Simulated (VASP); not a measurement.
Input:

```xyz
8
Lattice="4.4833 0.0000 0.0000 0.0000 4.4833 0.0000 0.0000 0.0000 4.4833" Properties=species:S:1:pos:R:3 pbc="T T T"
Mn     3.8680     2.8569     1.6264
Mn     1.6264     3.8680     2.8569
Mn     0.6152     0.6152     0.6152
Mn     2.8569     1.6264     3.8680
Si     0.6931     1.5486     2.9347
Si     2.9347     0.6931     1.5486
Si     3.7902     3.7902     3.7902
Si     1.5486     2.9347     0.6931
```
Starting moments (μB, in the order of the record's atoms Mn Mn Mn Mn Si Si Si Si): 1.1 1.1 1.1 1.1 0.0 0.0 0.0 0.0.

Level of theory: PBE GGA, VASP's PBE PAW potentials (set 64) (plane waves; VASP). Numerical set-up: 500 eV cut-off, 7×7×7 Γ-centred mesh, first-order Methfessel-Paxton smearing of 0.10 eV, potentials Mn_pv Si.

Energy and stress use the plane-wave basis of the starting cell. The moments were started parallel, and other spin orders were not tried in this run.

### Question
The ions, cell shape and volume at an external pressure of 10.0 GPa are relaxed. Predict the relaxed structure.

### Answer

```xyz
8
Lattice="4.4522 0.0000 0.0000 0.0000 4.4522 0.0000 0.0000 0.0000 4.4522" Properties=species:S:1:pos:R:3 pbc="T T T"
Mn     3.8393     2.8389     1.6132
Mn     1.6132     3.8393     2.8389
Mn     0.6129     0.6129     0.6129
Mn     2.8389     1.6132     3.8393
Si     0.6874     1.5387     2.9134
Si     2.9134     0.6874     1.5387
Si     3.7648     3.7648     3.7648
Si     1.5387     2.9134     0.6874
```
Space group P2_13 (198), at a tolerance of 0.03 Å. The cell ends with 3.88 μB, on the sites 1.02 1.02 1.02 1.02 -0.04 -0.04 -0.04 -0.04 μB.

### Question
How do energy and volume change from the first to the last step?

### Answer
The energy (σ→0) changes by +11.0 meV/atom and the volume by -2.1 %, in 5 ionic steps.

The compound is MnSi in the B20 structure. This run relaxes it under an external pressure of 10 GPa. Symmetry was kept, so distortions that lower it aren't found.
